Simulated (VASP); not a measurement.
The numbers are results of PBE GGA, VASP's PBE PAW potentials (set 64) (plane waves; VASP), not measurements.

Input for VASP

INCAR:
```
! general
SYSTEM =Er
PREC   =Accurate
ENCUT  =300
LREAL  =.False.
LASPH  =.True.

! electronic loop
EDIFF  =1E-02
NELM   =100
ALGO   =Normal
LMAXMIX=6

! smearing
ISMEAR =0
SIGMA  =0.2

! functional
GGA    =PE

! spin
ISPIN  =2
MAGMOM =4*3.0

! ions
ISIF   =2

! output
LWAVE  =.False.
LCHARG =.False.
LORBIT =11
```

KPOINTS:
```
K-points
0
G
  9 9 3
0 0 0
```

File POSCAR:
```
Er
1.0
  3.4958700000   0.0000000000   0.0000000000
 -1.7479350000   3.0275120000   0.0000000000
  0.0000000000   0.0000000000  11.2479850000
Er
4
Cartesian
  0.0000000000   0.0000000000   0.0000000000
  0.0000000000   0.0000000000   5.6239925000
 -0.0000017479   2.0183423425   2.8119962500
  1.7479367479   1.0091696575   8.4359887500
```

POTCAR, in this order: Er (PBE.64 set). Program: vasp_std.

The run wrote:

OUTCAR:
```
 ion  position               nearest neighbor table
   1  0.000  0.000  0.000-   3 3.46   4 3.46   3 3.46   4 3.46   4 3.46   3 3.46
   2  0.000  0.000  0.500-   3 3.46   4 3.46   3 3.46   4 3.46   4 3.46   3 3.46
   3  0.333  0.667  0.250-   1 3.46   2 3.46   1 3.46   2 3.46   1 3.46   2 3.46
   4  0.667  0.333  0.750-   1 3.46   2 3.46   1 3.46   2 3.46   1 3.46   2 3.46
  LATTYP: Found a hexagonal cell.
 ALAT       =     3.4958700000
 C/A-ratio  =     3.2175066579
 Subroutine PRICEL returns:
 Original cell was already a primitive cell.
 Subroutine GETGRP returns: Found 24 space group operations
The static configuration has the point symmetry D_3d.
 The point group associated with its full space group is D_6h.
The dynamic configuration has the point symmetry D_3d.
The overall configuration has the point symmetry D_3d.
 Subroutine INISYM returns: Found 24 space group operations
 Subroutine IBZKPT returns following result:
 Found     24 irreducible k-points:

 Following reciprocal coordinates:
            Coordinates               Weight
  0.000000  0.000000  0.000000      1.000000
  0.111111  0.000000  0.000000      6.000000
  0.222222  0.000000  0.000000      6.000000
  0.333333  0.000000  0.000000      6.000000
  0.444444  0.000000  0.000000      6.000000
  0.111111  0.111111  0.000000      6.000000
  0.222222  0.111111  0.000000     12.000000
  0.333333  0.111111  0.000000     12.000000
  0.444444  0.111111  0.000000      6.000000
  0.222222  0.222222  0.000000      6.000000
  0.333333  0.222222  0.000000     12.000000
  0.333333  0.333333  0.000000      2.000000
  0.000000  0.000000  0.333333      2.000000
  0.111111  0.000000  0.333333     12.000000
  0.222222  0.000000  0.333333     12.000000
  0.333333  0.000000  0.333333     12.000000
  0.444444  0.000000  0.333333     12.000000
  0.111111  0.111111  0.333333     12.000000
  0.222222  0.111111  0.333333     24.000000
  0.333333  0.111111  0.333333     24.000000
  0.444444  0.111111  0.333333     12.000000
  0.222222  0.222222  0.333333     12.000000
  0.333333  0.222222  0.333333     24.000000
  0.333333  0.333333  0.333333      4.000000
   k-points           NKPTS =     24   k-points in BZ     NKDIM =     24   number of bands    NBANDS=     58
   number of dos      NEDOS =    301   number of ions     NIONS =      4
   total plane-waves  NPLWV =  25600
   dimension x,y,z NGX =    20 NGY =   20 NGZ =   64
   dimension x,y,z NGXF=    40 NGYF=   40 NGZF=  128
   ions per type =               4
   PREC   = accura    normal or accurate (medium, high low for compatibility)
   ISTART =      0    job   : 0-new  1-cont  2-samecut
   ICHARG =      2    charge: 1-file 2-atom 10-const
   ISPIN  =      2    spin polarized calculation?
   LNONCOLLINEAR =      F non collinear calculations
   LSORBIT =      F    spin-orbit coupling
   INIWAV =      1    electr: 0-lowe 1-rand  2-diag
   ENCUT  =  300.0 eV  22.05 Ry    4.70 a.u.   4.94  4.94 15.89*2*pi/ulx,y,z
   NELM   =    100;   NELMIN=  2; NELMDL= -5     # of ELM steps
   EDIFF  = 0.1E-01   stopping-criterion for ELM
   LREAL  =      F    real-space projection
   NLSPLINE    = F    spline interpolate recip. space projectors
   LMAXMIX     =    6 max onsite mixed and CHGCAR
   VOSKOWN=      0    Vosko Wilk Nusair interpolation
   EDIFFG = 0.1E+00   stopping-criterion for IOM
   NSW    =      0    number of steps for IOM
   NBLOCK =      1;   KBLOCK =      1    inner block; outer block
   IBRION =     -1    ionic relax: 0-MD 1-quasi-New 2-CG
   NFREE  =      0    steps in history (QN), initial steepest desc. (CG)
   ISIF   =      2    stress and relaxation
   ISYM   =      2    0-nonsym 1-usesym 2-fastsym
   TEIN   =    0.0    initial temperature
   TEBEG  =    0.0;   TEEND  =   0.0 temperature during run
   SMASS  =  -3.00    Nose mass-parameter (am)
...
```

File OSZICAR:
```
...
DAV:  12    -0.853022646336E+02    0.53198E+02   -0.19501E+02  9124   0.845E+01    0.503E+02
DAV:  13    -0.123401935809E+03   -0.38100E+02   -0.40907E+01 10422   0.519E+01    0.271E+02
DAV:  14    -0.113174774011E+03    0.10227E+02   -0.18967E+01 10642   0.286E+01    0.204E+02
DAV:  15    -0.115912484044E+03   -0.27377E+01   -0.71234E+00 10464   0.160E+01    0.197E+02
DAV:  16    -0.114052962691E+03    0.18595E+01   -0.32127E+00 10150   0.104E+01    0.198E+02
DAV:  17    -0.103159849798E+03    0.10893E+02   -0.71479E-01  9506   0.728E+00    0.199E+02
DAV:  18    -0.947273471802E+02    0.84325E+01   -0.30022E+00  7934   0.174E+01    0.199E+02
DAV:  19    -0.121521015634E+03   -0.26794E+02   -0.11609E+02  6262   0.171E+02    0.184E+02
DAV:  20    -0.137324445015E+03   -0.15803E+02   -0.55679E+01 10608   0.322E+01    0.260E+02
DAV:  21    -0.119250687006E+03    0.18074E+02   -0.18470E+01  9226   0.195E+01    0.262E+02
DAV:  22    -0.119578510836E+03   -0.32782E+00   -0.30350E+00 10516   0.715E+00    0.274E+02
DAV:  23    -0.119292058391E+03    0.28645E+00   -0.85422E-01  8796   0.428E+00    0.278E+02
DAV:  24    -0.119560583246E+03   -0.26852E+00   -0.32798E-01  7298   0.264E+00    0.279E+02
DAV:  25    -0.119785321626E+03   -0.22474E+00   -0.38691E-02  6078   0.128E+00    0.280E+02
DAV:  26    -0.119860907617E+03   -0.75586E-01   -0.10847E+01  7714   0.118E+01    0.270E+02
DAV:  27    -0.114365180794E+03    0.54957E+01   -0.90971E+00  8194   0.127E+01    0.246E+02
DAV:  28    -0.974587553422E+02    0.16906E+02   -0.41564E+00  8588   0.146E+01    0.203E+02
DAV:  29    -0.642223770055E+02    0.33236E+02   -0.12227E+01  9072   0.328E+01    0.135E+02
DAV:  30    -0.580338182476E+02    0.61886E+01   -0.17526E+01 10606   0.153E+01    0.120E+02
DAV:  31    -0.542461079690E+02    0.37877E+01   -0.40777E+00  8968   0.998E+00    0.129E+02
DAV:  32    -0.518198841347E+02    0.24262E+01   -0.10503E+01  8096   0.104E+01    0.124E+02
DAV:  33    -0.442002975316E+02    0.76196E+01   -0.18384E+00  8512   0.108E+01    0.123E+02
DAV:  34    -0.393713729386E+02    0.48289E+01   -0.13018E+00 10176   0.699E+00    0.144E+02
DAV:  35    -0.373697577504E+02    0.20016E+01   -0.35508E-01  9810   0.463E+00    0.144E+02
DAV:  36    -0.401180409538E+02   -0.27483E+01   -0.23933E-01  7432   0.439E+00    0.150E+02
DAV:  37    -0.319346241460E+02    0.81834E+01   -0.24991E+00  6480   0.114E+01    0.131E+02
DAV:  38    -0.247442327968E+02    0.71904E+01   -0.17230E+00  8560   0.113E+01    0.125E+02
DAV:  39    -0.221820550673E+02    0.25622E+01   -0.12056E+00  9872   0.732E+00    0.125E+02
DAV:  40    -0.235728634027E+02   -0.13908E+01   -0.51658E-01  9016   0.977E+00    0.128E+02
DAV:  41    -0.232935713973E+02    0.27929E+00   -0.19423E-01  8484   0.276E+00    0.129E+02
DAV:  42    -0.231550988332E+02    0.13847E+00   -0.16617E+00  7020   0.922E+00    0.123E+02
DAV:  43    -0.225593532744E+02    0.59575E+00   -0.95558E+00  6916   0.419E+01    0.942E+01
DAV:  44    -0.257697737270E+02   -0.32104E+01   -0.35367E+00  8996   0.153E+01    0.105E+02
DAV:  45    -0.236740813558E+02    0.20957E+01   -0.87385E-01  9934   0.728E+00    0.100E+02
DAV:  46    -0.242697295699E+02   -0.59565E+00   -0.32994E-01  8636   0.409E+00    0.101E+02
DAV:  47    -0.244005599637E+02   -0.13083E+00   -0.87158E-02  6914   0.239E+00    0.988E+01
DAV:  48    -0.242098005226E+02    0.19076E+00   -0.92125E-02  5406   0.246E+00    0.952E+01
DAV:  49    -0.242455701628E+02   -0.35770E-01   -0.19008E-01  3848   0.327E+00    0.914E+01
DAV:  50    -0.233952067735E+02    0.85036E+00   -0.63746E-01  5770   0.685E+00    0.912E+01
DAV:  51    -0.753129507948E+02   -0.51918E+02   -0.30805E+01  6724   0.630E+01    0.169E+02
DAV:  52    -0.754381396825E+02   -0.12519E+00   -0.58709E+00 10510   0.110E+01    0.167E+02
DAV:  53    -0.793205386120E+02   -0.38824E+01   -0.19309E+00 10294   0.759E+00    0.174E+02
DAV:  54    -0.833305798735E+02   -0.40100E+01   -0.13331E+00  8806   0.415E+00    0.178E+02
DAV:  55    -0.836047156894E+02   -0.27414E+00   -0.73025E-01  8010   0.301E+00    0.179E+02
DAV:  56    -0.186985393256E+02    0.64906E+02   -0.14100E+02  6900   0.545E+01    0.629E+01
DAV:  57    -0.214100663316E+02   -0.27115E+01   -0.75447E+00  9692   0.305E+01    0.747E+01
DAV:  58    -0.261329303584E+02   -0.47229E+01   -0.39372E+00  9302   0.176E+01    0.842E+01
DAV:  59    -0.256855124585E+02    0.44742E+00   -0.14236E+00 10528   0.748E+00    0.828E+01
DAV:  60    -0.260829141190E+02   -0.39740E+00   -0.59433E-01  9340   0.394E+00    0.831E+01
DAV:  61    -0.294932876407E+02   -0.34104E+01   -0.36257E+00  7420   0.399E+01    0.984E+01
DAV:  62    -0.279002039788E+02    0.15931E+01   -0.11625E+01  7378   0.210E+01    0.851E+01
DAV:  63    -0.261187132454E+02    0.17815E+01   -0.18836E+00  7848   0.269E+01    0.872E+01
DAV:  64    -0.262763851565E+02   -0.15767E+00   -0.13110E+00  8880   0.235E+01    0.897E+01
DAV:  65    -0.261330981314E+02    0.14329E+00   -0.80487E-01 10464   0.780E+00    0.889E+01
DAV:  66    -0.265370627779E+02   -0.40396E+00   -0.21883E+00  7658   0.274E+01    0.951E+01
DAV:  67    -0.267414331361E+02   -0.20437E+00   -0.21869E+00  8392   0.153E+01    0.104E+02
DAV:  68    -0.271934877384E+02   -0.45205E+00   -0.39595E-01  9686   0.433E+00    0.105E+02
DAV:  69    -0.280465704924E+02   -0.85308E+00   -0.81877E-02  6374   0.630E+00    0.107E+02
DAV:  70    -0.222542461482E+02    0.57923E+01   -0.25306E+00  8580   0.222E+01    0.942E+01
DAV:  71    -0.369296848433E+02   -0.14675E+02   -0.59740E+00  7720   0.296E+01    0.116E+02
DAV:  72    -0.336207830400E+02    0.33089E+01   -0.31522E-01  7916   0.104E+01    0.114E+02
DAV:  73    -0.271266121343E+02    0.64942E+01   -0.96056E-01  7260   0.307E+01    0.114E+02
DAV:  74    -0.276187805613E+02   -0.49217E+00   -0.10889E+01  7716   0.356E+01    0.106E+02
DAV:  75    -0.275903581967E+02    0.28422E-01   -0.17813E+00 10122   0.833E+00    0.104E+02
DAV:  76    -0.341994131852E+02   -0.66091E+01   -0.61480E+00  7060   0.315E+01    0.117E+02
DAV:  77    -0.356462308077E+02   -0.14468E+01   -0.14577E+00  8264   0.178E+01    0.113E+02
DAV:  78    -0.357275638781E+02   -0.81333E-01   -0.27442E+00  9610   0.103E+01    0.112E+02
DAV:  79    -0.351298802784E+02    0.59768E+00   -0.55161E-01  8478   0.449E+00    0.112E+02
DAV:  80    -0.351565478314E+02   -0.26668E-01   -0.14815E-01  6418   0.325E+00    0.112E+02
DAV:  81    -0.442584223900E+01    0.30731E+02   -0.53440E+01  7180   0.113E+02    0.536E+01
DAV:  82    -0.728122582826E+01   -0.28554E+01   -0.21516E+01  9012   0.289E+01    0.544E+01
DAV:  83    -0.167907202977E+02   -0.95095E+01   -0.41527E+00  9720   0.266E+01    0.589E+01
DAV:  84    -0.172972019458E+02   -0.50648E+00   -0.41784E+00 10104   0.861E+00    0.561E+01
DAV:  85    -0.246217754114E+02   -0.73246E+01   -0.37536E+00  9588   0.188E+01    0.589E+01
DAV:  86    -0.231491845114E+02    0.14726E+01   -0.11678E+01  7656   0.397E+01    0.578E+01
DAV:  87    -0.267013257871E+02   -0.35521E+01   -0.23547E+01  7370   0.357E+01    0.665E+01
DAV:  88    -0.276159875668E+02   -0.91466E+00   -0.11895E+00  8250   0.114E+01    0.666E+01
DAV:  89    -0.296225504461E+02   -0.20066E+01   -0.17727E+00  8532   0.109E+01    0.715E+01
DAV:  90    -0.314091776006E+02   -0.17866E+01   -0.50544E-01  8604   0.610E+00    0.699E+01
DAV:  91    -0.299812757952E+02    0.14279E+01   -0.54256E-01  7912   0.147E+01    0.674E+01
DAV:  92    -0.292023430367E+02    0.77893E+00   -0.56512E-01  7592   0.994E+00    0.597E+01
DAV:  93    -0.291933689413E+02    0.89741E-02   -0.69208E-01  8444   0.909E+00    0.570E+01
DAV:  94    -0.301118539967E+02   -0.91849E+00   -0.94038E-01  8188   0.667E+00    0.541E+01
DAV:  95    -0.302662857455E+02   -0.15443E+00   -0.14129E-01  8688   0.310E+00    0.545E+01
DAV:  96    -0.227670543230E+02    0.74992E+01   -0.85880E+00  8864   0.260E+01    0.535E+01
DAV:  97    -0.236626021861E+02   -0.89555E+00   -0.82613E+00  8366   0.281E+01    0.566E+01
DAV:  98    -0.227230722389E+02    0.93953E+00   -0.25442E+00  8302   0.260E+01    0.620E+01
DAV:  99    -0.230275916742E+02   -0.30452E+00   -0.29404E+00  8252   0.149E+01    0.582E+01
DAV: 100    -0.225974604562E+02    0.43013E+00   -0.10549E+00  8834   0.755E+00
   1 F= -.22597460E+02 E0= -.22449646E+02  d E =-.295629E+00  mag=     6.4404
```

File OUTCAR:
```
------------------------ aborting loop EDIFF was not reached (unconverged)  ----------------------------
  FORCE on cell =-STRESS in cart. coord.  units (eV):
  Direction    XX          YY          ZZ          XY          YZ          ZX
  --------------------------------------------------------------------------------------
  Total       38.0185877     38.0185820   -161.2513955      0.0000000     -0.0000000      0.0000000
  in kB      511.6708625    511.6707853  -2170.1921504      0.0000000     -0.0000000      0.0000000
  external PRESSURE =    -382.2835009 kB  Pullay stress =       0.0000000 kB
  volume of cell :      119.05
      direct lattice vectors                 reciprocal lattice vectors
     3.495870000  0.000000000  0.000000000     0.286051827  0.165152112  0.000000000
    -1.747935000  3.027512000  0.000000000     0.000000000  0.330304223  0.000000000
     0.000000000  0.000000000 11.247985000     0.000000000  0.000000000  0.088904813
 POSITION                                       TOTAL-FORCE (eV/Angst)
 -----------------------------------------------------------------------------------
      0.00000      0.00000      0.00000         0.000000      0.000000      0.000000
      0.00000      0.00000      5.62399         0.000000      0.000000      0.000000
     -0.00000      2.01834      2.81200        -0.000000      0.000000      0.000000
      1.74794      1.00917      8.43599         0.000000     -0.000000     -0.000000
 -----------------------------------------------------------------------------------
    total drift:                                0.000000     -0.000000      0.000000
  FREE ENERGIE OF THE ION-ELECTRON SYSTEM (eV)
  ---------------------------------------------------
  free  energy   TOTEN  =       -22.5974604562 eV

  energy  without entropy=      -22.3018316634  energy(sigma->0) =      -22.44964606

 total charge

# of ion       s       p       d       f       tot
--------------------------------------------------
    1        2.154   5.721   0.450  13.793  22.118
    2        2.154   5.721   0.450  13.793  22.118
    3        2.138   5.744   0.388   9.009  17.278
    4        2.138   5.744   0.388   9.009  17.278
--------------------------------------------------
tot          8.584  22.929   1.676  45.604  78.792

 magnetization (x)

# of ion       s       p       d       f       tot
--------------------------------------------------
    1       -0.006   0.018   0.097   0.016   0.125
    2       -0.006   0.018   0.097   0.016   0.125
    3       -0.001   0.014   0.084   1.607   1.703
    4       -0.001   0.014   0.084   1.607   1.703
--------------------------------------------------
tot         -0.013   0.063   0.361   3.245   3.656
```
(Selected blocks of OUTCAR.)

**stdout**
```
...
DAV:  81    -0.442584223900E+01    0.30731E+02   -0.53440E+01  7180   0.113E+02    0.536E+01
DAV:  82    -0.728122582826E+01   -0.28554E+01   -0.21516E+01  9012   0.289E+01    0.544E+01
DAV:  83    -0.167907202977E+02   -0.95095E+01   -0.41527E+00  9720   0.266E+01    0.589E+01
DAV:  84    -0.172972019458E+02   -0.50648E+00   -0.41784E+00 10104   0.861E+00    0.561E+01
DAV:  85    -0.246217754114E+02   -0.73246E+01   -0.37536E+00  9588   0.188E+01    0.589E+01
DAV:  86    -0.231491845114E+02    0.14726E+01   -0.11678E+01  7656   0.397E+01    0.578E+01
DAV:  87    -0.267013257871E+02   -0.35521E+01   -0.23547E+01  7370   0.357E+01    0.665E+01
DAV:  88    -0.276159875668E+02   -0.91466E+00   -0.11895E+00  8250   0.114E+01    0.666E+01
DAV:  89    -0.296225504461E+02   -0.20066E+01   -0.17727E+00  8532   0.109E+01    0.715E+01
DAV:  90    -0.314091776006E+02   -0.17866E+01   -0.50544E-01  8604   0.610E+00    0.699E+01
DAV:  91    -0.299812757952E+02    0.14279E+01   -0.54256E-01  7912   0.147E+01    0.674E+01
DAV:  92    -0.292023430367E+02    0.77893E+00   -0.56512E-01  7592   0.994E+00    0.597E+01
DAV:  93    -0.291933689413E+02    0.89741E-02   -0.69208E-01  8444   0.909E+00    0.570E+01
DAV:  94    -0.301118539967E+02   -0.91849E+00   -0.94038E-01  8188   0.667E+00    0.541E+01
DAV:  95    -0.302662857455E+02   -0.15443E+00   -0.14129E-01  8688   0.310E+00    0.545E+01
DAV:  96    -0.227670543230E+02    0.74992E+01   -0.85880E+00  8864   0.260E+01    0.535E+01
DAV:  97    -0.236626021861E+02   -0.89555E+00   -0.82613E+00  8366   0.281E+01    0.566E+01
DAV:  98    -0.227230722389E+02    0.93953E+00   -0.25442E+00  8302   0.260E+01    0.620E+01
DAV:  99    -0.230275916742E+02   -0.30452E+00   -0.29404E+00  8252   0.149E+01    0.582E+01
DAV: 100    -0.225974604562E+02    0.43013E+00   -0.10549E+00  8834   0.755E+00

 -----------------------------------------------------------------------------
|                                                                             |
|           W    W    AA    RRRRR   N    N  II  N    N   GGGG   !!!           |
|           W    W   A  A   R    R  NN   N  II  NN   N  G    G  !!!           |
|           W    W  A    A  R    R  N N  N  II  N N  N  G       !!!           |
|           W WW W  AAAAAA  RRRRR   N  N N  II  N  N N  G  GGG   !            |
|           WW  WW  A    A  R   R   N   NN  II  N   NN  G    G                |
|           W    W  A    A  R    R  N    N  II  N    N   GGGG   !!!           |
|                                                                             |
|     The electronic self-consistency was not achieved in the given           |
|     number of steps (NELM). The forces and other quantities evaluated       |
|     might not be reliable so examine the results carefully. If you find     |
|     spurious results, we suggest increasing NELM, if you were close to      |
|     convergence or switching to a different ALGO or adjusting the           |
|     density mixing parameters otherwise.                                    |
|                                                                             |
 -----------------------------------------------------------------------------

   1 F= -.22597460E+02 E0= -.22449646E+02  d E =-.295629E+00  mag=     6.4404
```

The run did not converge; its last values are not results.

At this cut-off the stress carries a Pulay error, which pulls relaxed volumes low.

The structure was generated: Er was put into an ordered model structure, which need not be its known phase. The cell was not relaxed at this level. The run is one of a series of settings (EDIFF = 1E-02 against the base run), some of them coarse on purpose.
